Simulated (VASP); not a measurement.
These are B3LYP hybrid, VASP's PBE PAW potentials (set 64) (plane waves; VASP 6.6.1) values and carry that method's errors.

VASP ran on this input.

POSCAR:
```
Se
5.0206220
  0.9048002419   0.0000000000   0.0000000000
 -0.4524001209   0.7835802018   0.0000000000
  0.0000000000   0.0000000000   1.0000000000
Se
3
Direct
  0.2178900000   0.0000000000   0.3333330000
  0.0000000000   0.2178900000   0.6666670000
  0.7821100000   0.7821100000   0.0000000000
```

KPOINTS:
```
Automatic mesh
0
Gamma
4 4 4
0 0 0
```

### INCAR
```
! general
SYSTEM  =Se
PREC    =Accurate
ENCUT   =300
LREAL   =F
LASPH   =T
ISYM    =3

! electronic loop
EDIFF   =1E-6
NELM    =100
ALGO    =Normal
LMAXMIX =4

! smearing
ISMEAR  =0
SIGMA   =0.01

! functional
GGA     =B3
AGGAC   =0.81
AGGAX   =0.72
ALDAC   =0.19
LHFCALC =T
AEXX    =0.2
HFRCUT  =-1
PRECFOCK=Fast

! ions
ISIF    =2

! output
LWAVE   =F
LCHARG  =F
```

POTCAR, in this order: Se (PBE.64 set). Program: vasp_std.

Output

**OUTCAR**
```
 ion  position               nearest neighbor table
   1  0.218  0.000  0.333-   3 2.40   2 2.40
   2  0.000  0.218  0.667-   3 2.40   1 2.40
   3  0.782  0.782  0.000-   1 2.40   2 2.40
  LATTYP: Found a hexagonal cell.
 ALAT       =     4.5426600000
 C/A-ratio  =     1.1052163270
 Subroutine PRICEL returns:
 Original cell was already a primitive cell.
 Subroutine GETGRP returns: Found  6 space group operations
The static configuration has the point symmetry C_2 .
 The point group associated with its full space group is D_3 .
The dynamic configuration has the point symmetry C_2 .
 Subroutine INISYM returns: Found  6 space group operations
 Subroutine IBZKPT returns following result:
 Found     13 irreducible k-points:

 Following reciprocal coordinates:
            Coordinates               Weight
  0.000000  0.000000  0.000000      1.000000
  0.250000  0.000000  0.000000      6.000000
  0.500000  0.000000  0.000000      3.000000
  0.250000  0.250000  0.000000      6.000000
  0.000000  0.000000  0.250000      2.000000
  0.250000  0.000000  0.250000      6.000000
...
```

### OSZICAR
```
       N       E                     dE             d eps       ncg     rms          rms(c)
DAV:   1    -0.144011885757E+04   -0.14401E+04   -0.54374E+03   338   0.733E+02
DAV:   2    -0.151684055058E+04   -0.76722E+02   -0.73774E+02   458   0.154E+02
DAV:   3    -0.152169583464E+04   -0.48553E+01   -0.48409E+01   358   0.468E+01
DAV:   4    -0.152173970277E+04   -0.43868E-01   -0.43854E-01   433   0.520E+00
DAV:   5    -0.128422428545E+02    0.15089E+04   -0.30963E+00   338   0.122E+01    0.739E+00
DAV:   6    -0.127305203764E+02    0.11172E+00   -0.15271E-01   398   0.256E+00    0.478E+00
DAV:   7    -0.126832112990E+02    0.47309E-01   -0.40762E-02   393   0.136E+00    0.290E+00
DAV:   8    -0.126711180163E+02    0.12093E-01   -0.15315E-02   413   0.821E-01    0.164E+00
DAV:   9    -0.126680250764E+02    0.30929E-02   -0.34882E-03   413   0.383E-01    0.926E-01
DAV:  10    -0.126671713240E+02    0.85375E-03   -0.85180E-04   413   0.194E-01    0.531E-01
DAV:  11    -0.126669435995E+02    0.22772E-03   -0.24776E-04   423   0.110E-01    0.304E-01
DAV:  12    -0.126668893669E+02    0.54233E-04   -0.75357E-05   413   0.635E-02    0.173E-01
DAV:  13    -0.126668798810E+02    0.94859E-05   -0.23376E-05   413   0.368E-02    0.982E-02
DAV:  14    -0.126668802878E+02   -0.40675E-06   -0.75366E-06   398   0.217E-02
   1 F= -.12666880E+02 E0= -.12666880E+02  d E =-.706251E-35
```

**OUTCAR**
```
------------------------ aborting loop because EDIFF is reached ----------------------------------------
  FORCE on cell =-STRESS in cart. coord.  units (eV):
  Direction    XX          YY          ZZ          XY          YZ          ZX
  --------------------------------------------------------------------------------------
  Total        0.6371278      0.6371281      0.2668593      0.0000000      0.0000000      0.0000000
  in kB       11.3770160     11.3770220      4.7652332      0.0000000      0.0000000      0.0000000
  external PRESSURE =       9.1730904 kB  Pullay stress =       0.0000000 kB
  volume of cell :       89.72
      direct lattice vectors                 reciprocal lattice vectors
     4.542660000  0.000000000  0.000000000     0.220135339  0.127095164  0.000000000
    -2.271330000  3.934060000  0.000000000     0.000000000  0.254190328  0.000000000
     0.000000000  0.000000000  5.020622000     0.000000000  0.000000000  0.199178508
 POSITION                                       TOTAL-FORCE (eV/Angst)
 -----------------------------------------------------------------------------------
      0.98980      0.00000      1.67354        -0.158131      0.000000      0.000000
     -0.49490      0.85719      3.34708         0.079066     -0.136946     -0.000000
      1.77643      3.07687      0.00000         0.079066      0.136946      0.000000
 -----------------------------------------------------------------------------------
    total drift:                               -0.000051     -0.000078     -0.000047
  FREE ENERGIE OF THE ION-ELECTRON SYSTEM (eV)
  ---------------------------------------------------
  free  energy   TOTEN  =       -12.6668802878 eV

  energy  without entropy=      -12.6668802878  energy(sigma->0) =      -12.66688029

  exchange ACFDT corr.  =         0.00000000  see jH, gK, PRB 81, 115126
```
(Selected blocks of OUTCAR.)

The structure comes from a computed database's Se entry; how it stands against other phases isn't given here. The cell was not relaxed at this level. The run is one of a series of settings (AEXX = 0.2, AGGAC = 0.81, AGGAX = 0.72, ALDAC = 0.19, GGA = B3, HFRCUT = -1, ISYM = 3, LHFCALC = .TRUE., PRECFOCK = Fast, KPOINTS 4×4×4 Γ-centred mesh against the base run), some of them coarse on purpose.
